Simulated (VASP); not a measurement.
SiC (4h), at 0.96 of the tabulated volume:

```yaml
crystal:
  lattice:
    - [1.51944, -2.63174, 0.00000]
    - [1.51944, 2.63174, 0.00000]
    - [0.00000, 0.00000, 9.94850]
  atoms:
    - { symbol: Si, position: [0.00000, 0.00000, 0.00000] }
    - { symbol: Si, position: [0.00000, 0.00000, 0.50000] }
    - { symbol: Si, position: [0.66667, 0.33333, 0.75018] }
    - { symbol: Si, position: [0.33333, 0.66667, 0.25018] }
    - { symbol: C, position: [0.00000, 0.00000, 0.81216] }
    - { symbol: C, position: [0.00000, 0.00000, 0.31216] }
    - { symbol: C, position: [0.66667, 0.33333, 0.56329] }
    - { symbol: C, position: [0.33333, 0.66667, 0.06329] }
```

The lowest empty band near M, direction to K, from mBJ (TB09) with spin-orbit coupling in VASP (PAW); its two spin partners are averaged. The gap over the points computed is 3.16 eV, and the next band on that side lies 0.16 eV away at the edge.

Settings: 520 eV cut-off, 9×9×3 Γ-centred mesh, Gaussian smearing of 0.050 eV, potentials Si C.

```json
[
 {"distance from the edge in k (1/Å)": "0.018", "distance in energy (meV)": "3.8"},
 {"distance from the edge in k (1/Å)": "0.025", "distance in energy (meV)": "7.4"},
 {"distance from the edge in k (1/Å)": "0.035", "distance in energy (meV)": "14.7"},
 {"distance from the edge in k (1/Å)": "0.050", "distance in energy (meV)": "29.7"}
]
```

Task: Fit E(1 + αE) = ħ²k²/2m* (ħ²/2m0 = 3.810 eV Å²) and predict the row at 0.070 1/Å.

Result: The rows don't resolve α, so a parabola serves: the electron mass is m* = 0.320 m0, and so 58.3 meV. The run gave 57.5 meV, -0.8 meV from the fit.

Left out are points under 3 meV from the edge, since the levels carry 0.1 meV, and points farther than half the way to the next band.

The compound is SiC in the 4h structure. The cell was not relaxed at this level.
